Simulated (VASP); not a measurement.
A convergence study with VASP on CoAl (CsCl type): one setting is varied, all else stays as given below, so the limit is that of these other settings.

```
AlCo
1.0
    2.86000     0.00000     0.00000
    0.00000     2.86000     0.00000
    0.00000     0.00000     2.86000
Al Co
1 1
Direct
  0.50000   0.50000   0.50000
  0.00000   0.00000   0.00000
```

Method: PBE GGA, VASP's PBE PAW potentials (set 64) (plane waves; VASP 6.6.1). The tightest run used: 550 eV cut-off, 22×22×22 Γ-centred mesh, tetrahedra with Blöchl corrections, potentials Al Co.

```
setting     E (eV/atom)  pressure (GPa)  irreducible k-points
----------  -----------  --------------  --------------------
3×3×3 mesh      -6.0748           -4.03                     4
4×4×4 mesh      -5.9673           -0.84                    10
5×5×5 mesh      -5.9994           -2.08                    10
6×6×6 mesh      -5.9966           -1.67                    20
7×7×7 mesh      -5.9960           -1.75                    20
```

Task: These are the cheaper rows. Estimate the results at 22×22×22 mesh, and how far the last row shown lies from them.

Result: 
| quantity | tightest run | last row shown is off by |
|---|---|---|
| E (eV/atom) | -5.9938 | -0.0021 |
| pressure (GPa) | -1.63 | -0.12 |

Left out are rungs that failed or repeat a setting and relaxations that didn't move; long series are thinned to 24 rows.

The compound is CoAl in the CsCl type structure. The cell was not relaxed at this level. The run is not spin-polarised, so no magnetic state was tried.
